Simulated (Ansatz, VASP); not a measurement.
# Cross-check of Hf (Hafnium) between VASP and Ansatz, part 2 of 2

Aim: how closely do two programs agree when they are given the same cell, functional and k mesh? The cell is taken from a series of runs on this material, whose earlier steps may have relaxed, scaled, displaced or heated it; both programs get it as it stands.

VASP 6.6.1 and Ansatz 0.2.0.

So far: The structure; VASP: zone-centre phonons, PBEsol.

### Step 3. Ansatz: zone-centre phonons, PBEsol

Level of this step: Ansatz beside VASP: Kohn-Sham DFT, plane waves, PBEsol (Ansatz).

Ansatz runs on its default PAW (the set named soft_2) files.

The same cell, functional, mesh and smearing now go to Ansatz.

input.yaml

```yaml
crystal:
  lattice:
    - [3.1595489606, 0.0, 0.0]
    - [-1.5797744803, 2.7362496644, 0.0]
    - [0.0, 0.0, 4.9979703984]
  atoms:
    - { symbol: Hf, position: [0.3333333333, 0.6666666667, 0.25] }
    - { symbol: Hf, position: [0.6666666667, 0.3333333333, 0.75] }
kpoints:
  mp_grid: { grid: [18, 18, 10] }
hamiltonian:
  xc: pbesol
scf:
  occupations: { method: methfessel_paxton, width: 0.2 }
output:
  eigenvalues: true
phonons:
  method: dfpt
basis:
  ecutwfc: 340
```

Command:

```
> ansatz run input.yaml --threads 4 --pin off --max-ram 14336MiB --backend cpu --events-out ev --progress --plain --runs-dir out
```

Numbers of over 12 decimals in the logs are rounded to 6 here.

The program printed:

```text
Warning: basis.ecutwfc = 340 eV is below the records' recommended 420 eV, and the density's cutoff is lower with it unless basis.ecutrho_ratio is high enough to keep the records' density cutoff: compare with a run at a higher cutoff
zone centre: on kpoints.mp_grid the ground state, and the responses unless they are solved on pairs of k-points, stand on 546 of the mesh's 3240 k-points, reduced under 4 symmetry operations, with k and −k counted as one. Each operation leaves every solved displacement unchanged or reverses it
Engine: ansatz 0.2.0, aarch64-unknown-linux-gnu
Pseudopotentials: kind: paw
Pseudopotential: Hf, paw, valence charge 26, recommended cutoff 420 eV (normal), Hf.paw.azcp
Functional definition: PBEsol
  exchange = pbesol_x
  correlation = pbesol_c
Crystal: 2 atoms, lattice volume = 43.209 Å³
Basis set: ecut = 340 eV, 615 PW (Γ), exchange–correlation on 40×40×64 points (8 copies of the dense FFT grid, shifted against one another)
Bands: 32, of which v1, the nominal top of the filled ones, is band 26 counted from 1 (25 counted from 0)
Symmetry: 24 space group operations
k-points: 546 of 3240 (irreducible under 4 space group operations, time reversal used)
Non-local potential: Hf, projectors of the file, l = 0: 3, l = 1: 2, l = 2: 2, l = 3: 3
PAW form: soft (Blöchl's): semilocal exchange-correlation on the pseudo side does not see the compensation charge
PAW frozen core: Hf, regenerated for the run's functional, and the local potential with it (the file was generated under x = pbe(κ = 0.804, μ = 0.219515), c = pbe(β = 0.066725))
PAW one-centre angular grid: Hf, 590 points (default); XC on 64 Gauss nodes
Initial density: superposition of atomic densities (neutral atoms: chi_scale 0, normalization atom), corrected by the library's trained network
Initial wavefunctions: pseudopotential atomic-orbital guess
Functional: x = pbesol(κ = 0.804, μ = 0.123457), c = pbesol(β = 0.046)
SCF iter   1: F=—  HF=-31196.037182 eV  |F-HF|=—  |Δ(HF+E_count)|=         —  Δρ=3.27e-3  dr2=2.15e-3  ethr=1.77e-3  ⟨swp⟩=4.2  Hψ=53216  notcnv=0
preconditioner: auto → Kerker (q_TF=auto, 2.814 Å⁻¹)  [metal: Δε(μ)=0.032 eV  Ē_g=17.537 eV  σ=0.200 eV  W_gap=0.14  n_scr=22 (ndim 8)  ℏωp=39.1 eV  f_vac=0.000  D(μ)=1.43/eV (n_scr^D=8)]
SCF iter   2: F=—  HF=-31196.036628 eV  |F-HF|=—  |Δ(HF+E_count)|=   5.54e-4  S|Δr|=    0.00e0  Δρ=2.02e-3  dr2=6.31e-4  ethr=4.13e-6  ⟨swp⟩=2.0  Hψ=36087  notcnv=0
SCF iter   3: F=—  HF=-31196.036726 eV  |F-HF|=—  |Δ(HF+E_count)|=   9.82e-5  S|Δr|=    0.00e0  Δρ=1.15e-3  dr2=2.44e-4  ethr=1.21e-6  ⟨swp⟩=2.8  Hψ=25088  notcnv=0
SCF iter   4: F=—  HF=-31196.036782 eV  |F-HF|=—  |Δ(HF+E_count)|=   5.62e-5  S|Δr|=    0.00e0  Δρ=1.28e-4  dr2=5.58e-6  ethr=4.69e-7  ⟨swp⟩=2.0  Hψ=19455  notcnv=0
SCF iter   5: F=—  HF=-31196.036784 eV  |F-HF|=—  |Δ(HF+E_count)|=   1.94e-6  S|Δr|=    0.00e0  Δρ=2.07e-5  dr2=1.27e-7  ethr=1.07e-8  ⟨swp⟩=2.3  Hψ=26009  notcnv=0
SCF iter   6: F=—  HF=-31196.036785 eV  |F-HF|=—  |Δ(HF+E_count)|=   8.73e-7  S|Δr|=    0.00e0  Δρ=5.82e-6  dr2=8.38e-9  ethr=2.45e-10  ⟨swp⟩=2.1  Hψ=28531  notcnv=0
SCF iter   7: F=—  HF=-31196.036785 eV  |F-HF|=—  |Δ(HF+E_count)|=   1.11e-9  S|Δr|=    0.00e0  Δρ=1.32e-6  dr2=6.17e-10  ethr=1.61e-11  ⟨swp⟩=2.0  Hψ=25641  notcnv=0
SCF iter   8: F=—  HF=-31196.036785 eV  |F-HF|=—  |Δ(HF+E_count)|=  1.02e-10  S|Δr|=    0.00e0  Δρ=2.66e-7  dr2=2.90e-11  ethr=1.19e-12  ⟨swp⟩=2.0  Hψ=31470  notcnv=0
SCF iter   9: F=-31196.036785 eV  HF=-31196.036785 eV  |F-HF|=1.46e-11  |Δ(HF+E_count)|=  7.28e-12  S|Δr|=    0.00e0  Δρ=5.79e-8  dr2=1.35e-12  ethr=1.00e-12  ⟨swp⟩=5.8  Hψ=77255  notcnv=0
SCF 1 converged in 9 iterations: F = -31196.036785 eV  dr2 = 1.35e-12
  greatest PAW one-centre occupation: 0.998 electrons in one spin orbital (limit 2), on the Hf atom at site 1 (counted from 0), in its partial waves of l = 3
DFPT response loops at Γ: preconditioner auto → Kerker (q_TF=auto, 2.814 Å⁻¹) (partly filled bands, converged f_vac=0.000); β = 1.00, the filter's whole step (`scf.mixing.beta` (0.50) is not read by the response loops under this deck's `scf.mixing.preconditioner`; to damp them name `kerker` or `kerker_dos`, under which they read `scf.mixing.beta`, and type it under 1.00, their step now; both keys bind the ground state too); Broyden in place of MSR1
SCF converged after 9 iterations
Stability not checked: this state was not tested for a lower state beside it, because cold or Methfessel-Paxton smearing, or corrected tetrahedra, fill the levels in a way that the test cannot read (fill_not_monotonic; see scf.lower_state_search)
Free energy (F): -31196.036785 eV
Harris-Foulkes:  -31196.036785 eV  (|F-HF|=1.46e-11)
Internal energy: -31196.040893 eV  (E = F + TS)
E sigma→0 (E₀):  -31196.037812 eV
Entropy (-TS):   0.004108 eV (2.054 meV/atom)
Fermi energy:    20.532065 eV
Step filling:    the computed levels leave a gap of 0.0000 eV = 0.0 smearing widths at the electron count; against every level under it full and every level over it empty, smearing changes F+E_penalty+E_count by +1.942 meV and its σ→0 estimate by +0.915 meV
--- Per-component energies (eV) ---
  E_band       = 107.363343
  E_kinetic    = 851.387761
  E_local      = -9969.074455  (includes V_loc(G=0)·N_el)
  E_nonlocal   = -2475.086600
  E_hartree    = 4700.592455
  E_xc         = -596.378182
  E_vxc        = -533.038258  (∫ρ·V_xc dr)
  E_paw        = -13617.290172  (= ΣΔE_a)
  E_vpaw       = 2831.989981  (= ΣTr[D̂ρ^β])
  E_aug_tail   = 0.000004  (compensation charges beyond the density's cutoff)
  E_ewald      = -10092.693888
  E_core_change = 2.502183  (= ΣΔE_core)
  E_smearing   = 0.004108  (= −TS)
  E_closure    = -0.000000  (closes the sum)
  Σ components = -31196.036785   (vs F -31196.036785, Δ=0.00e0)
--- Band table (eV; the first three rows and the last of 546) ---
  k-point 0: bands = [... 22 lower, 13.0139, 16.6851, 21.3080, 21.6755, 21.6755, 21.9718, 22.5367, 22.5367, ... 2 higher]
  k-point 1: bands = [... 22 lower, 13.1104, 16.6446, 21.1578, 21.6157, 21.6157, 21.8876, 22.4544, 22.4544, ... 2 higher]
  k-point 2: bands = [... 22 lower, 13.3930, 16.4958, 20.8277, 21.5065, 21.5065, 21.6531, 22.2453, 22.2453, ... 2 higher]
  k-point 545: bands = [... 22 lower, 17.7299, 17.7299, 19.7137, 19.7137, 20.4130, 20.4130, 22.7887, 22.7887, ... 2 higher]
--- Phonons (Γ-DFPT): 2 representative perturbations + reference, on 546 of 3240 k-points (Σ response iterations 6) ---
  k mesh reduced under 4 symmetry operations, with k and −k counted as one. Each operation leaves every solved displacement unchanged or reverses it
  ASR residual: 2.401e-5 → 0.000e0 eV/Å²; symmetrization residual: 1.300e-12 eV/Å²
  ASR residual per site (eV/Å²): 2.40e-5 2.40e-5
  Γ frequencies (cm⁻¹): 0.00 0.00 0.00 79.31 79.31 103.88
  non-analytic LO–TO correction: not included (Born effective charges unavailable; polar crystals: no LO–TO splitting at Γ)
```

Reading the cycles: dr2 is the Hartree energy of the density residual (eV), the measure of convergence; HF is the Harris–Foulkes estimate of the energy, which meets the free energy F at convergence.

### Step 4. Comparison

Known differences besides the potentials themselves: the data sets hold 52 valence electrons in Ansatz (on its default PAW (the set named soft_2) files) and 20 in VASP; the cutoff is 340 eV in Ansatz and 500 eV in VASP; Ansatz makes its cores anew for this functional, VASP keeps those of its PBE data sets; Ansatz's log warns that its cutoff lies below the recommended one. Total energies have different zeros and are not compared.

The two programs side by side:

| quantity | Ansatz | VASP | difference |
| --- | --- | --- | --- |
| optical mode 1 to 2 (cm⁻¹) | 79.3 | 79.6 | -0.34 % |
| optical mode 3 (cm⁻¹) | 103.9 | 101.4 | +2.44 % |

Modes are paired by rising frequency, not by their patterns, so a pair may set unlike modes beside each other; they are those without the splitting of longitudinal modes.

### Step 5. Results

```
r.m.s. difference of the optical zone-centre modes, each program's sorted by frequency (zone-centre phonons, PBEsol) : 1.4 cm⁻¹
difference in optical mode 3 (zone-centre phonons, PBEsol)                                                           : +2.4 %
```

**Reading.** The r.m.s. difference of the optical zone-centre modes, each program's sorted by frequency is 1.4 cm⁻¹ (zone-centre phonons, PBEsol). The data sets hold unlike numbers of valence electrons (52 in Ansatz and 20 in VASP), so part of the differences comes from the potentials. Among the rows given in per cent, the largest difference of the zone-centre phonons, PBEsol pair is in optical mode 3, +2.4 %. How closely two codes agree says nothing of how well the functional describes the real material.

[Lines on the potential files, build, host, timing and source positions are cut from VASP's logs without a mark.]

[Logs are printed without paths, hosts, clocks, repeated set-up lines and the standing remarks that a program may print on its own settings, such as how far it seeks lower states.]

[Hosts, paths, dates, database ids (printed as entryN), source tags and the programs' standing remarks are cut or masked in the printed files.]
